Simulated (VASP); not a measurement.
Energy against volume of Tm (hcp). Level of theory: optB88-vdW, VASP's PBE PAW potentials (set 64) (plane waves; VASP). Settings: 520 eV cut-off, 12×12×7 Γ-centred mesh, first-order Methfessel-Paxton smearing of 0.10 eV, potentials Tm_3.

The 4f electrons are frozen in the core of the lanthanide potential, so 4f levels, which can set the real gap, and their magnetism are missing.

Shape and ions are relaxed at each volume.

| V (Å³/atom) | E (eV/atom) |
|---|---|
| 27.587 | -1.77728 |
| 28.468 | -1.79148 |
| 29.348 | -1.79692 |
| 30.229 | -1.79441 |

Problem. Fit these four points and predict the energy of the run at 31.109 Å³/atom.

Solution. A cubic in V^(−2/3), the third-order Birch-Murnaghan form, passes through the four points with V0 = 29.50 Å³/atom and B0 = 48 GPa, and gives -1.7847 eV/atom there. The run gave -1.7848 eV/atom, -0.1 meV/atom from the fit; all five points give B0 = 47 GPa.

The compound is Tm in the hcp structure. It was relaxed first.
